The stress component xx is the force per area with which the crystal pushes outwards within the hexagonal plane, and zz is the push along the hexagonal axis; yy equals xx by symmetry. Both are positive in compression, and the pressure is the average of the three. They were computed with density-functional theory for wurtzite ZnS, whose cell was scaled evenly in all directions. The ratio c/a of axial to in-plane cell edge therefore stays fixed, and the atoms keep their relative positions without being relaxed.

VASP 6.6.1, plane-wave DFT with the PBE functional and the recommended PAW PBE potentials, for wurtzite ZnS (4-atom cell), with a 520 eV cutoff, an 8 × 8 × 5 k mesh and Fermi–Dirac smearing of 0.05 eV. The atoms keep their fractional positions and are not relaxed; stress and pressure are positive in compression.

```
volume (Å³/atom)     c/a  shortest distance (Å)  pressure (GPa)  stress xx (GPa)  stress zz (GPa)
          18.427  1.6358                  2.267           8.130            9.160            6.070
          18.819  1.6358                  2.283           6.050            6.950            4.240
          19.603  1.6358                  2.314           2.500            3.180            1.120
          19.995  1.6358                  2.329           0.980            1.570           -0.200
          20.387  1.6358                  2.345          -0.380            0.120           -1.380
          20.779  1.6358                  2.360          -1.610           -1.190           -2.450
```

In every row xx exceeds zz, and the excess shrinks as the crystal expands, from 3.1 GPa in the smallest cell to 1.3 GPa in the largest. An even change of size thus produces an uneven stress. Three causes could lie behind this: a crystal that is stiffer in the plane than along the axis, a cell that is too long for its width, or atoms that sit in the wrong places inside the cell.

The first cause is the tempting one, because the excess is largest where the crystal is most compressed. If unequal stiffness were the whole story, however, both stresses would vanish at the same volume, since a crystal that is not strained has nothing to resist. In the table zz passes through zero between 19.603 and 19.995 Å³/atom, while xx does so only between 20.387 and 20.779. Where the mean pressure is zero, interpolation still gives an excess of about 1.6 GPa. Some distortion must therefore be present that even scaling does not remove.

The second cause would be such a distortion. With rough, recalled elastic constants, an excess of 1.6 GPa would call for a cell about 2% too long for its width. The actual c/a is only about 0.2% above the value for perfect tetrahedra, which wurtzite crystals of this kind usually approach. This makes a wrong cell shape an unlikely main cause, but it does not exclude a small share, because the relaxed c/a was not computed.

The third cause leaves direct traces. The same calculations give a force along the axis on every atom, with Zn and S pushed in opposite directions, so the atoms are not at rest in any of the cells. The bond lengths agree with this. At 20.387 Å³/atom four equal bonds would each measure 2.37 Å, yet the shortest distance is 2.345 Å. Each atom has one bond along the axis and three basal bonds lying close to the plane, and these two kinds must differ in length.

The shortest distance alone does not tell which kind is longer. Either the axial bond is 3.7% longer than the basal ones, or the basal bonds are 1.2% longer than the axial one. The sign of the stress favours the long axial bond: the three shorter basal bonds then push harder, and they push mostly sideways. The size of the force points the same way. Divided by the displacement from the position of four equal bonds, at 20.387 Å³/atom, it implies a vibration of Zn against S near 230 cm⁻¹ for the long axial bond and near 410 cm⁻¹ for the short one, and the real crystal vibrates at very roughly 270 cm⁻¹, a recalled value.

A simple picture turns this into an estimate. Let each bond push only along its own length, with strength p_b for a basal bond and p_a for the axial one. In a nearly perfect tetrahedron one third of each basal push acts along the axis, so the three together oppose the axial bond with p_b, and the net force on the atom is

F = p_b − p_a

Each bond adds to a stress component its push times its length d, weighted by the square of its direction cosine and divided by the volume V of one ZnS pair:

xx = (4/3) p_b d / V
zz = (p_a + p_b/3) d / V
xx − zz = F d / V

The excess stress and the force on the atoms are thus two signs of the same imbalance between long and short bonds. At 20.387 Å³/atom the calculated force is 0.278 eV/Å, the long axial bond measures 2.43 Å, and V is twice the volume per atom. With 1 eV/Å³ = 160.2 GPa this gives

xx − zz ≈ 160.2 × 0.278 × 2.43 / (2 × 20.387) ≈ 2.7 GPa

The table has 1.50 GPa in this row. The estimate contains no adjusted constant. Its sign is no separate test, because the sign of the stress already helped to choose the long axial bond, but its size is one. The order of size is right, though the value is too large, as it is in every row. An overshoot is reasonable, because real covalent bonds also resist bending, which the picture ignores. The theory of tetrahedral crystals describes this by a reduction factor, Kleinman's internal-strain parameter, of roughly 0.7 for such compounds (again recalled). The ratio of calculated excess to estimate runs from 0.75 in the smallest cell to 0.52 in the largest.

The picture also explains much of the trend. Even scaling keeps the misplacement of the atoms at a fixed fraction of the cell, so in ångströms it grows slightly on expansion. Nevertheless the force falls by 36% from the smallest cell to the largest. Unless the rest position itself shifts within the cell, the restoring stiffness must therefore drop, as is expected when bonds are stretched to where their energy curve bends less sharply. A weaker force spread over a larger volume leaves a smaller excess stress.

Softening does not account for the whole change. The excess is 2.5 times as large in the smallest cell as in the largest, whereas the estimate changes only by a factor of 1.7. When one multiplying constant is fitted to all six rows by least squares, the bond estimate misses the excess by typically 0.25 GPa, and the pressure alone misses it by 1.3 GPa. The displaced atoms are clearly the better single cause, but they leave a remainder that changes steadily with volume: the fitted estimate is too high in the largest cell and too low in the smallest.

This is where the tempting explanation may return in a smaller role. A sum of the bond estimate and a term proportional to pressure, fitted to the same six rows, follows the excess to about 0.01 GPa. Two smooth curves can match six smooth points for many reasons, so the close match does not prove that the plane is stiffer. The rough elastic constants used above speak against it, since they make the plane and the axis about equally stiff under even compression. A reduction factor that rises as the bonds are compressed would have much the same effect. The true bond angles are another strong candidate. With a long axial bond the basal bonds lie flatter than in a perfect tetrahedron, which turns more of their push sideways, and this part grows with pressure. If the true angles are kept in the bond picture, they are expected to add a pressure term of about the fitted size, without any difference in stiffness between plane and axis. A series with the atoms relaxed at each volume would help to decide, because it would remove the effects of the displacement and leave only those of unequal stiffness and cell shape.

For practical use, the volume of 20.28 Å³/atom at which the mean pressure vanishes is not a stress-free state: there the plane is still compressed and the axis is under tension. Shortening the cell to cancel this stress would treat the wrong fault, if the atoms are the main cause. They should be allowed to settle first, and only the stress that then remains should be used to judge the cell shape. For the same reason the table should not be read as the compression curve of relaxed ZnS.
